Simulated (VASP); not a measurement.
```yaml
crystal:
  lattice:
    - [0.00000, 2.89847, 2.89847]
    - [2.89847, 0.00000, 2.89847]
    - [2.89847, 2.89847, 0.00000]
  atoms:
    - { symbol: W, position: [0.75000, 0.75000, 0.75000] }
    - { symbol: W, position: [0.50000, 0.50000, 0.50000] }
```

Computed with RPBE GGA, VASP's PBE PAW potentials (set 64) (plane waves; VASP 6.6.1). Numerical set-up: 400 eV cut-off, 10×10×10 Γ-centred mesh, first-order Methfessel-Paxton smearing of 0.10 eV, potentials W_sv.

Give the stress tensor in GPa (positive for a compressed cell).

```
4.76  0.00  0.00
0.00  4.76  0.00
0.00  0.00  4.76
```
The pressure is its mean diagonal, 4.76 GPa.

The structure was generated: W was put into the diamond type (Fd-3m), which need not be its known phase. The cell was not relaxed at this level. The run is one of a series of settings (GGA = RP against the base run), some of them coarse on purpose.
